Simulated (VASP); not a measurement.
Calculation: PBE GGA with D4 dispersion, VASP's PBE PAW potentials (set 64) (plane waves; VASP).

A VASP calculation is set up with these files.

### POSCAR
```
PtAl2
1
    0.0000000000     2.9425813083     2.9425813083
    2.9425813083     0.0000000000     2.9425813083
    2.9425813083     2.9425813083     0.0000000000
Al Pt
2 1
Direct
  0.2500000000   0.2500000000   0.2500000000
  0.7500000000   0.7500000000   0.7500000000
  0.0000000000   0.0000000000   0.0000000000
```

### KPOINTS
```
kpoints
0
G
  10 10 10
0 0 0
```

INCAR:
```
SYSTEM = PtAl2
PREC = Accurate
ENCUT = 520
EDIFF = 1E-7
NELM = 100
ALGO = Normal
LREAL = .FALSE.
LASPH = .TRUE.
ISMEAR = -5
GGA = PE
IVDW = 13
LMAXMIX = 6
LWAVE = .FALSE.
LCHARG = .TRUE.
LORBIT = 11
NEDOS = 601
ISIF = 2
LEFG = .TRUE.
```

POTCAR, in this order: Al Pt (PBE.64 set). Program: vasp_std.

Output

**OSZICAR**
```
       N       E                     dE             d eps       ncg     rms          rms(c)
DAV:   1     0.542137474287E+02    0.54214E+02   -0.68294E+03  1152   0.114E+03
DAV:   2    -0.147252947284E+02   -0.68939E+02   -0.61426E+02  1348   0.195E+02
DAV:   3    -0.167948843009E+02   -0.20696E+01   -0.20385E+01  1436   0.325E+01
DAV:   4    -0.168140249311E+02   -0.19141E-01   -0.19159E-01  1344   0.365E+00
DAV:   5    -0.168143114579E+02   -0.28653E-03   -0.28665E-03  1400   0.475E-01    0.884E+00
DAV:   6    -0.163452391978E+02    0.46907E+00   -0.24946E+00  1308   0.156E+01    0.227E+00
DAV:   7    -0.162663790810E+02    0.78860E-01   -0.18783E-01  1244   0.450E+00    0.170E+00
DAV:   8    -0.162364166074E+02    0.29962E-01   -0.30441E-02  1292   0.177E+00    0.249E-01
DAV:   9    -0.162364823535E+02   -0.65746E-04   -0.18099E-03  1364   0.418E-01    0.164E-01
DAV:  10    -0.162366185311E+02   -0.13618E-03   -0.32511E-04  1260   0.153E-01    0.175E-02
DAV:  11    -0.162366192548E+02   -0.72363E-06   -0.17619E-05  1384   0.453E-02    0.788E-03
DAV:  12    -0.162366213975E+02   -0.21428E-05   -0.53942E-06  1232   0.179E-02    0.235E-03
DAV:  13    -0.162366205200E+02    0.87748E-06   -0.63342E-07  1360   0.825E-03    0.628E-04
DAV:  14    -0.162366206222E+02   -0.10218E-06   -0.20480E-08   768   0.133E-03    0.140E-04
DAV:  15    -0.162366206243E+02   -0.20804E-08   -0.12000E-09   728   0.338E-04
   1 F= -.17554854E+02 E0= -.17554854E+02  d E =0.000000E+00
```

File OUTCAR:
```
------------------------ aborting loop because EDIFF is reached ----------------------------------------
  Edisp (eV):   -1.31823
  FORCE on cell =-STRESS in cart. coord.  units (eV):
  Direction    XX          YY          ZZ          XY          YZ          ZX
  --------------------------------------------------------------------------------------
  Total       0.01389     0.01389     0.01389     0.00000     0.00000     0.00000
  in kB       0.43675     0.43675     0.43675     0.00000     0.00000     0.00000
  external pressure =        0.44 kB  Pullay stress =        0.00 kB
  volume of cell :       50.96
      direct lattice vectors                 reciprocal lattice vectors
     0.000000000  2.942581308  2.942581308    -0.169918839  0.169918839  0.169918839
     2.942581308  0.000000000  2.942581308     0.169918839 -0.169918839  0.169918839
     2.942581308  2.942581308  0.000000000     0.169918839  0.169918839 -0.169918839
 POSITION                                       TOTAL-FORCE (eV/Angst)
 -----------------------------------------------------------------------------------
      1.47129      1.47129      1.47129        -0.000000     -0.000000     -0.000000
      4.41387      4.41387      4.41387         0.000000      0.000000      0.000000
      0.00000      0.00000      0.00000        -0.000000      0.000000     -0.000000
 -----------------------------------------------------------------------------------
    total drift:                                0.000000     -0.000000      0.000000
  FREE ENERGIE OF THE ION-ELECTRON SYSTEM (eV)
  ---------------------------------------------------
  free  energy   TOTEN  =       -17.5548544180 eV

  energy  without entropy=      -17.5548544180  energy(sigma->0) =      -17.55485442

 total charge

# of ion       s       p       d       tot
------------------------------------------
    1        0.402   0.369   0.000   0.771
    2        0.402   0.369   0.000   0.771
    3        0.841   0.737   8.173   9.751
--------------------------------------------------
tot          1.645   1.474   8.173  11.293

 Electric field gradients after diagonalization (V/A^2)
 (convention: |V_zz| > |V_xx| > |V_yy|)
----------------------------------------------------------------------
 ion       V_xx      V_yy      V_zz     asymmetry (V_yy - V_xx)/ V_zz
----------------------------------------------------------------------
   1      -0.000    -0.000     0.000       0.000
   2      -0.000    -0.000     0.000       0.000
   3      -0.000    -0.000     0.001       0.000
```
(Selected blocks of OUTCAR.)

OUTCAR:
```
 val. band max:        8.1899880972   @ k =   0.4000   0.2000   0.0000

 cond. band min:       7.9182598101   @ k =   0.3000   0.3000   0.0000


 Fermi energy:         8.0609572428

 k-point     1 :       0.0000    0.0000    0.0000
  band No.  band energies     occupation
      1      -2.2683      2.00000
      2       2.9281      2.00000
      3       2.9281      2.00000
      4       2.9281      2.00000
      5       4.2981      2.00000
      6       4.2981      2.00000
      7      11.1031      0.00000
      8      11.8822      0.00000
      9      11.8822      0.00000
     10      11.8822      0.00000
     11      13.5312      0.00000
     12      13.5312      0.00000

 k-point     2 :       0.1000    0.0000    0.0000
  band No.  band energies     occupation
      1      -2.1292      2.00000
      2       2.8466      2.00000
      3       2.9748      2.00000
      4       2.9748      2.00000
      5       4.2819      2.00000
      6       4.2819      2.00000
      7      10.2376      0.00000
      8      11.3536      0.00000
      9      11.5063      0.00000
     10      11.5063      0.00000
     11      13.9580      0.00000
     12      13.9607      0.00000

 k-point     3 :       0.2000    0.0000    0.0000
  band No.  band energies     occupation
      1      -1.7219      2.00000
      2       2.6389      2.00000
      3       3.0884      2.00000
      4       3.0884      2.00000
      5       4.2658      2.00000
      6       4.2658      2.00000
      7       8.1446      0.90115
      8      10.7527      0.00000
      9      10.7527      0.00000
     10      11.7121      0.00000
     11      13.6964      0.00000
     12      13.7455      0.00000

 k-point     4 :       0.3000    0.0000    0.0000
  band No.  band energies     occupation
      1      -1.0857      2.00000
      2       2.3735      2.00000
      3       3.1961      2.00000
      4       3.1961      2.00000
      5       4.3210      2.00000
      6       4.3210      2.00000
...
```

For a metal the tetrahedron method with Blöchl corrections gives inexact stress and forces. Unless said otherwise, spin-orbit coupling is left out, though it shifts the bands of the heavy elements here.

The compound is PtAl2 in the fluorite structure. It was relaxed first.
